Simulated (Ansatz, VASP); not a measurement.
# Cross-check of Ni (Nickel) between VASP and Ansatz, part 2 of 2

One calculation is typed for both programs; each brings its own data sets. How far apart do they land? The cell is taken from a series of runs on this material, whose earlier steps may have relaxed, scaled, displaced or heated it; both programs get it as it stands.

VASP 6.6.1 and Ansatz 0.2.0.

So far: Set-up; VASP: elastic constants, LDA.

### Step 3. Ansatz: elastic constants, LDA

Level of this step: Ansatz beside VASP: Kohn-Sham DFT, plane waves, LDA (Ansatz).

Ansatz runs on its default PAW (the set named soft_2) files.

The same cell, functional (in two slightly different forms), mesh and smearing now go to Ansatz, which takes its cutoff from its data sets.

Contents of input.yaml:

```yaml
crystal:
  lattice:
    - [0.0, 1.7093095367, 1.7093095367]
    - [1.7093095367, 0.0, 1.7093095367]
    - [1.7093095367, 1.7093095367, 0.0]
  atoms:
    - { symbol: Ni, position: [0.0, 0.0, 0.0] }
kpoints:
  mp_grid: { grid: [28, 28, 28] }
hamiltonian:
  xc: lda
scf:
  occupations: { method: methfessel_paxton, width: 0.25 }
output:
  forces: true
  stress: true
  eigenvalues: true
elastic:
  mode: relaxed_ion
  stencil: two_point
  amplitude: 0.01
```

On the command line:

```sh
> ansatz run input.yaml --threads 4 --pin off --max-ram 16384MiB --backend cpu --events-out ev --progress --plain --runs-dir out
```

Numbers of over 12 decimals in the logs are rounded to 6 here.

The log of the run:

```text
Engine: ansatz 0.2.0, x86_64-unknown-linux-gnu
Pseudopotentials: kind: paw
Pseudopotential: Ni, paw, valence charge 18, recommended cutoff 420 eV (normal), Ni.paw.azcp
Functional definition: SPW92
  exchange = slater_x
  correlation = pw_c
Crystal: 1 atoms, lattice volume = 9.988 Å³
Basis set: ecut = 420 eV, 181 PW (Γ)
Bands: 13, of which v1, the nominal top of the filled ones, is band 9 counted from 1 (8 counted from 0)
Symmetry: 48 space group operations
Space group: Fm-3m (ITA 225), of the structure as read, at distance tolerance 2.2e-5 Å
k-points: 624 of 21952
Non-local potential: Ni, projectors of the file, l = 0: 3, l = 1: 2, l = 2: 3, l = 3: 1
PAW form: soft (Blöchl's): semilocal exchange-correlation on the pseudo side does not see the compensation charge
PAW frozen core: Ni, regenerated for the run's functional, and the local potential with it (the file was generated under x = pbe(κ = 0.804, μ = 0.219515), c = pbe(β = 0.066725))
PAW one-centre angular grid: Ni, 590 points (default); XC on 64 Gauss nodes
Initial density: superposition of atomic densities (neutral atoms: chi_scale 0, normalization atom), corrected by the library's trained network
Initial wavefunctions: pseudopotential atomic-orbital guess
Functional: x = slater, c = lda
SCF iter   1: F=—  HF=-5773.348163 eV  |F-HF|=—  |Δ(HF+E_count)|=         —  Δρ=2.57e-2  dr2=2.85e-2  ethr=1.77e-3  ⟨swp⟩=5.0  Hψ=39644  notcnv=0
preconditioner: auto → none  [metal: Δε(μ)=0.001 eV  Ē_g=15.170 eV  σ=0.250 eV  W_gap=0.00  n_scr=0 (ndim 8)  ℏωp=37.2 eV  f_vac=0.000  D(μ)=3.20/eV (n_scr^D=64)]
SCF iter   2: F=—  HF=-5773.341432 eV  |F-HF|=—  |Δ(HF+E_count)|=   6.73e-3  S|Δr|=    0.00e0  Δρ=2.94e-3  dr2=2.12e-4  ethr=1.58e-4  ⟨swp⟩=1.1  Hψ=13304  notcnv=0
SCF iter   3: F=—  HF=-5773.341494 eV  |F-HF|=—  |Δ(HF+E_count)|=   6.21e-5  S|Δr|=    0.00e0  Δρ=1.11e-3  dr2=2.91e-5  ethr=1.18e-6  ⟨swp⟩=2.3  Hψ=12777  notcnv=0
SCF iter   4: F=—  HF=-5773.341522 eV  |F-HF|=—  |Δ(HF+E_count)|=   2.71e-5  S|Δr|=    0.00e0  Δρ=6.96e-5  dr2=1.19e-7  ethr=1.62e-7  ⟨swp⟩=2.2  Hψ=13597  notcnv=0
SCF iter   5: F=—  HF=-5773.341522 eV  |F-HF|=—  |Δ(HF+E_count)|=   8.37e-7  S|Δr|=    0.00e0  Δρ=1.95e-5  dr2=1.31e-8  ethr=6.59e-10  ⟨swp⟩=2.0  Hψ=13938  notcnv=0
SCF iter   6: F=—  HF=-5773.341522 eV  |F-HF|=—  |Δ(HF+E_count)|=   1.12e-8  S|Δr|=    0.00e0  Δρ=3.84e-6  dr2=4.81e-10  ethr=7.30e-11  ⟨swp⟩=2.3  Hψ=13173  notcnv=0
SCF iter   7: F=—  HF=-5773.341522 eV  |F-HF|=—  |Δ(HF+E_count)|=  5.10e-10  S|Δr|=    0.00e0  Δρ=4.00e-7  dr2=5.17e-12  ethr=2.67e-12  ⟨swp⟩=2.0  Hψ=13656  notcnv=0
SCF iter   8: F=-5773.341522 eV  HF=-5773.341522 eV  |F-HF|=1.82e-12  |Δ(HF+E_count)|=  3.64e-12  S|Δr|=    0.00e0  Δρ=2.80e-8  dr2=2.60e-14  ethr=1.00e-12  ⟨swp⟩=3.8  Hψ=37754  notcnv=0
SCF 1 converged in 8 iterations: F = -5773.341522 eV  dr2 = 2.60e-14
  greatest PAW one-centre occupation: 1.001 electrons in one spin orbital (limit 2), on the Ni atom at site 0 (counted from 0), in its partial waves of l = 1
Crystal: 1 atoms, lattice volume = 9.888 Å³
Symmetry: 16 space group operations
k-points: 1639 of 21952
Initial density: handed on by an earlier stage of this run
Initial wavefunctions: those handed on with the density
iter 1 solved again at ethr=1.66e-6 eV; its pass at ethr=3.10e-3 eV (dr2=3.00e-4 eV) is discarded
SCF iter   1: F=—  HF=-5773.340569 eV  |F-HF|=—  |Δ(HF+E_count)|=         —  Δρ=2.55e-3  dr2=2.75e-4  ethr=1.66e-6  ⟨swp⟩=2.1  Hψ=141386  notcnv=0
preconditioner: auto → none  [metal: Δε(μ)=0.001 eV  Ē_g=15.346 eV  σ=0.250 eV  W_gap=0.00  n_scr=0 (ndim 8)  ℏωp=37.3 eV  f_vac=0.000  D(μ)=3.18/eV (n_scr^D=64)]
[...]
SCF 2 converged in 8 iterations: F = -5773.340493 eV  dr2 = 4.25e-15
Crystal: 1 atoms, lattice volume = 10.088 Å³
[...]
preconditioner: auto → none  [metal: Δε(μ)=0.000 eV  Ē_g=15.112 eV  σ=0.250 eV  W_gap=0.00  n_scr=0 (ndim 8)  ℏωp=37.0 eV  f_vac=0.000  D(μ)=3.24/eV (n_scr^D=64)]
[...]
SCF 3 converged in 6 iterations: F = -5773.340495 eV  dr2 = 2.51e-14
Symmetry: 8 space group operations
k-points: 3060 of 21952
[...]
preconditioner: auto → none  [metal: Δε(μ)=0.000 eV  Ē_g=15.231 eV  σ=0.250 eV  W_gap=0.00  n_scr=0 (ndim 8)  ℏωp=37.2 eV  f_vac=0.000  D(μ)=3.21/eV (n_scr^D=64)]
[...]
SCF iter   6: F=—  HF=-5773.341065 eV  |F-HF|=—  |Δ(HF+E_count)|=  4.03e-10  S|Δr|=    0.00e0  Δρ=8.27e-7  dr2=1.14e-11  ethr=2.48e-12  ⟨swp⟩=2.4  Hψ=61506  notcnv=0
SCF iter   7: F=—  HF=-5773.341065 eV  |F-HF|=—  |Δ(HF+E_count)|=  6.37e-12  S|Δr|=    0.00e0  Δρ=2.48e-7  dr2=6.99e-13  ethr=6.31e-14 (applied; sched 1.00e-12)  ⟨swp⟩=2.2  Hψ=61406  notcnv=0
SCF iter   8: F=-5773.341065 eV  HF=-5773.341065 eV  |F-HF|=9.09e-13  |Δ(HF+E_count)|=  3.64e-12  S|Δr|=    0.00e0  Δρ=8.05e-9  dr2=1.56e-15  ethr=1.00e-12  ⟨swp⟩=4.8  Hψ=145223  notcnv=0
SCF 4 converged in 8 iterations: F = -5773.341065 eV  dr2 = 1.56e-15
iter 1 solved again at ethr=5.58e-9 eV; its pass at ethr=3.10e-3 eV (dr2=1.00e-6 eV) is discarded
SCF iter   1: F=—  HF=-5773.341049 eV  |F-HF|=—  |Δ(HF+E_count)|=         —  Δρ=6.35e-4  dr2=9.91e-7  ethr=5.58e-9  ⟨swp⟩=2.1  Hψ=247859  notcnv=0
preconditioner: auto → none  [metal: Δε(μ)=0.000 eV  Ē_g=15.230 eV  σ=0.250 eV  W_gap=0.00  n_scr=0 (ndim 8)  ℏωp=37.2 eV  f_vac=0.000  D(μ)=3.21/eV (n_scr^D=64)]
SCF iter   2: F=—  HF=-5773.341061 eV  |F-HF|=—  |Δ(HF+E_count)|=   1.17e-5  S|Δr|=    0.00e0  Δρ=3.16e-4  dr2=2.08e-7  ethr=5.51e-9  ⟨swp⟩=1.0  Hψ=39780  notcnv=0
SCF iter   3: F=—  HF=-5773.341065 eV  |F-HF|=—  |Δ(HF+E_count)|=   3.88e-6  S|Δr|=    0.00e0  Δρ=3.55e-5  dr2=1.12e-8  ethr=1.16e-9  ⟨swp⟩=1.0  Hψ=39782  notcnv=0
SCF iter   4: F=—  HF=-5773.341065 eV  |F-HF|=—  |Δ(HF+E_count)|=   3.69e-8  S|Δr|=    0.00e0  Δρ=7.94e-7  dr2=6.70e-12  ethr=6.22e-11  ⟨swp⟩=2.4  Hψ=58755  notcnv=0
SCF iter   5: F=—  HF=-5773.341065 eV  |F-HF|=—  |Δ(HF+E_count)|=  6.37e-12  S|Δr|=    0.00e0  Δρ=2.11e-7  dr2=1.61e-12  ethr=3.72e-14 (applied; sched 1.00e-12)  ⟨swp⟩=2.2  Hψ=68030  notcnv=0
SCF iter   6: F=-5773.341065 eV  HF=-5773.341065 eV  |F-HF|=1.82e-12  |Δ(HF+E_count)|=  1.82e-12  S|Δr|=    0.00e0  Δρ=3.33e-8  dr2=2.22e-14  ethr=1.00e-12  ⟨swp⟩=3.9  Hψ=169309  notcnv=0
SCF 5 converged in 6 iterations: F = -5773.341065 eV  dr2 = 2.22e-14
SCF converged after 8 iterations
Stability not checked: this state was not tested for a lower state beside it, because cold or Methfessel-Paxton smearing, or corrected tetrahedra, fill the levels in a way that the test cannot read (fill_not_monotonic; see scf.lower_state_search)
Free energy (F): -5773.341522 eV
Harris-Foulkes:  -5773.341522 eV  (|F-HF|=1.82e-12)
Internal energy: -5773.325759 eV  (E = F + TS)
E sigma→0 (E₀):  -5773.337582 eV
Entropy (-TS):   -0.015763 eV (-15.763 meV/atom)
Fermi energy:    19.590263 eV
--- Per-component energies (eV) ---
  E_band       = -254.816746
  E_kinetic    = 284.779620
  E_local      = -3297.498420  (includes V_loc(G=0)·N_el)
  E_nonlocal   = 637.953183
  E_hartree    = 1377.319523
  E_xc         = -85.480204
  E_vxc        = -110.673006  (∫ρ·V_xc dr)
  E_paw        = -1562.289459  (= ΣΔE_a)
  E_vpaw       = -524.017857  (= ΣTr[D̂ρ^β])
  E_aug_tail   = 0.000679  (compensation charges beyond the density's cutoff)
  E_ewald      = -3128.544800
  E_core_change = 0.434120  (= ΣΔE_core)
  E_smearing   = -0.015763  (= −TS)
  E_closure    = -0.000000  (closes the sum)
  Σ components = -5773.341522   (vs F -5773.341522, Δ=0.00e0)
--- Forces (eV/Å), atoms counted from 1 ---
  atom   1  Ni     0.00000000    -0.00000000     0.00000000
  max |Σ_I F_I| component: 2.05e-32 eV/Å
--- Stress (GPa, compression-positive) ---
       -0.021125      -0.000000      -0.000000
        0.000000      -0.021125       0.000000
       -0.000000       0.000000      -0.021125
  P = ⅓ Tr σ = -0.0211 GPa (-0.211 kbar)
--- Band table (eV; the first three rows and the last of 624) ---
  k-point 0: bands = [... 5 lower, 17.4472, 17.4472, 17.4472, 18.7445, 18.7445, 43.9885, 48.5407, 48.5407]
  k-point 1: bands = [... 5 lower, 17.4310, 17.4607, 17.4607, 18.7383, 18.7383, 43.8791, 47.6678, 48.4105]
  k-point 2: bands = [... 5 lower, 17.3841, 17.4989, 17.4989, 18.7220, 18.7220, 43.4042, 46.3382, 48.0999]
  k-point 623: bands = [... 5 lower, 16.6363, 16.6363, 18.6450, 19.7878, 28.0472, 28.0472, 30.4413, 31.7262]
--- Elastic constants: 2 strain directions × 2 members + reference (group order 48) ---
  dense FFT box of the reference and of every strained cell: 18×18×18
  strains applied: 11, 23; error gains: componentwise 1.00 (the most a stress slope's error grows in a printed constant), spectral 1.73 (1 for all six strains in a standard setting)
  C = ∂σ_k/∂η_j (tension-positive GPa; Voigt order 11 22 33 23 13 12):
       330.254    222.933    222.933     -0.000      0.000     -0.000
       222.933    330.254    222.933     -0.000     -0.000      0.000
       222.933    222.933    330.254     -0.000      0.000     -0.000
         0.000      0.000      0.000    147.128     -0.000     -0.000
        -0.000     -0.000      0.000      0.000    147.128     -0.000
        -0.000      0.000     -0.000      0.000     -0.000    147.128
  reference stress σ⁰ (GPa):      0.021      0.021      0.021     -0.000      0.000     -0.000
  C* (energy form; C + prestress term) asymmetry max|C*_kj − C*_jk| = 1.137e-13 GPa — a small one proves nothing (zero by symmetry where the batch's group is 432, −43m or m−3m); a large one is finite-difference/SCF noise where every solve meets its electron count
  moduli (Voigt/Reuss/Hill, GPa): K = 258.71/258.71/258.71   G = 109.74/86.71/98.23   E = 261.57   ν = 0.331
  mechanically stable: yes (min eigenvalue of sym C = 107.32 GPa)
  strain η (Voigt 11):  stress-route row diagonal C_11 = 330.25 GPa, energy-path curvature d²(F+E_count+ΔE)/dδ²/Ω₀ = 330.57 GPa
         δ    σ_11 (GPa)             F (eV)   n_scf  n_hpsi   n_pw
    -1.000e-2      -3.3619       -5773.3404930       8  427734    203   relax 0 steps, max|allowed force component| 0.00e0 eV/Å
     1.000e-2       3.2432       -5773.3404952       6  346668    206   relax 0 steps, max|allowed force component| 0.00e0 eV/Å
  strain η (Voigt 23):  stress-route row diagonal C_44 = 147.13 GPa, energy-path curvature d²(F+E_count+ΔE)/dδ²/Ω₀ = 147.36 GPa
         δ    σ_23 (GPa)             F (eV)   n_scf  n_hpsi   n_pw
    -1.000e-2      -1.4713       -5773.3410646       8  789530    204   relax 0 steps, max|allowed force component| 0.00e0 eV/Å
     1.000e-2       1.4713       -5773.3410646       6  671573    204   relax 0 steps, max|allowed force component| 0.00e0 eV/Å
```

In the SCF lines HF is the Harris–Foulkes energy and dr2 the Hartree energy of the density residual, in eV; the loop may stop once dr2 is under the threshold and the program's other checks hold. Hψ counts applications of the Hamiltonian.

### Step 4. Comparison

Known differences besides the potentials themselves: the data sets hold 18 valence electrons in Ansatz (on its default PAW (the set named soft_2) files) and 10 in VASP; the cutoff is 420 eV in Ansatz and 600 eV in VASP; VASP's log shows a relativistic correction to its local exchange, Ansatz's none; VASP takes each elastic constant from one size of strain, Ansatz from those that its log lists. Total energies have different zeros and are not compared.

Both answers:

```csv
quantity,Ansatz,VASP,difference
C11 (GPa),330.3,324.1,+1.91 %
C22 (GPa),330.3,324.1,+1.91 %
C33 (GPa),330.3,324.1,+1.91 %
C12 (GPa),222.9,219.8,+1.42 %
C13 (GPa),222.9,219.8,+1.42 %
C23 (GPa),222.9,219.8,+1.42 %
C44 (GPa),147.1,144.4,+1.86 %
C55 (GPa),147.1,144.4,+1.86 %
C66 (GPa),147.1,144.4,+1.86 %
```

### Step 5. Summary of results

```yaml
difference_in_c11_elastic_constants_lda: 1.9 %
```

In words: The difference in C11 is 1.9 % (elastic constants, LDA), within the 5 % picked in this series as the mark of a large difference. The data sets hold unlike numbers of valence electrons (18 in Ansatz and 10 in VASP), so part of the differences comes from the potentials. 1 further run of this series is not shown here. Such differences can come from data sets, numerical settings and the points named under the comparisons, not from the functional's error against experiment.

[Lines on the potential files, build, host, timing and source positions are cut from VASP's logs without a mark.]

[Logs are printed without paths, hosts, clocks, repeated set-up lines and the standing remarks that a program may print on its own settings, such as how far it seeks lower states.]

[Hosts, paths, dates, database ids (printed as entryN), source tags and the programs' standing remarks are cut or masked in the printed files.]
